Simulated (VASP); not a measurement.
A convergence study with VASP on AgCl (rock salt): one setting is varied, all else stays as given below, so the limit is that of these other settings. Each run relaxes cell and ions; the cell shown is the tightest run's result.

```yaml
crystal:
  lattice:
    - [0.00000, 2.80288, 2.80288]
    - [2.80288, 0.00000, 2.80288]
    - [2.80288, 2.80288, 0.00000]
  atoms:
    - { symbol: Ag, position: [0.00000, 0.00000, 0.00000] }
    - { symbol: Cl, position: [0.50000, 0.50000, 0.50000] }
```

The numbers are results of PBE GGA, VASP's PBE PAW potentials (set 64) (plane waves; VASP), not measurements. The tightest run used: 550 eV cut-off, 12×12×12 Γ-centred mesh, Gaussian smearing of 0.050 eV, potentials Ag Cl.

The reference is 12×12×12 mesh, which took about 70 core-seconds. Costs are core time on shared hosts, one run each; read them as rough ratios.

Task: Of the settings 2×2×2 mesh; 3×3×3 mesh; 4×4×4 mesh; 5×5×5 mesh; 6×6×6 mesh; 7×7×7 mesh; 8×8×8 mesh; 9×9×9 mesh; 10×10×10 mesh; 11×11×11 mesh; 12×12×12 mesh, which is the lowest that keeps the difference from the reference in relaxed volume (Å³/atom) within 0.05 from there on, and what does it cost?

Result: 5×5×5 mesh; its cost over the reference is about 1/4.
| setting | difference in relaxed volume (Å³/atom) | cost over the reference |
|---|---|---|
| 2×2×2 mesh | 2.763 | about 1/2 |
| 3×3×3 mesh | 0.240 | about 1/4 |
| 4×4×4 mesh | 0.070 | about 1/4 |
| 5×5×5 mesh | 0.013 | about 1/4 |
| 6×6×6 mesh | 0.004 | about 1/3 |
| 7×7×7 mesh | 0.001 | about 1/2 |
| 8×8×8 mesh | 0.002 | about 1/2 |
| 9×9×9 mesh | 0.001 | about 1/2 |
| 10×10×10 mesh | 0.001 | within a factor of 2 |
| 11×11×11 mesh | 0.000 | within a factor of 2 |
| 12×12×12 mesh | 0.000 | reference |

Left out are rungs that failed or repeat a setting and relaxations that didn't move; long series are thinned to 24 rows.

The compound is AgCl in the rock salt structure.
